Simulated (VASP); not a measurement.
```
CELL_PARAMETERS angstrom
      0.00000     2.81372     2.81372
      2.81372     0.00000     2.81372
      2.81372     2.81372     0.00000
ATOMIC_POSITIONS crystal
  Sr 0.00000 0.00000 0.00000
  O  0.25000 0.25000 0.25000
```

Method: PBE GGA, VASP's PBE PAW potentials (set 64) (plane waves; VASP). Numerical set-up: 520 eV cut-off, 9×9×9 Γ-centred mesh, tetrahedra with Blöchl corrections, potentials Sr_sv O.

Question: Predict the energy per atom (σ→0).

Answer: 
The energy per atom (σ→0) is -5.883 eV/atom.

The absolute energy has meaning only against runs of the same code, potentials and settings.

The structure was generated: SrO was put into the zinc blende type (F-43m), which need not be its known phase. It was relaxed first, which changed the volume by -19 %.
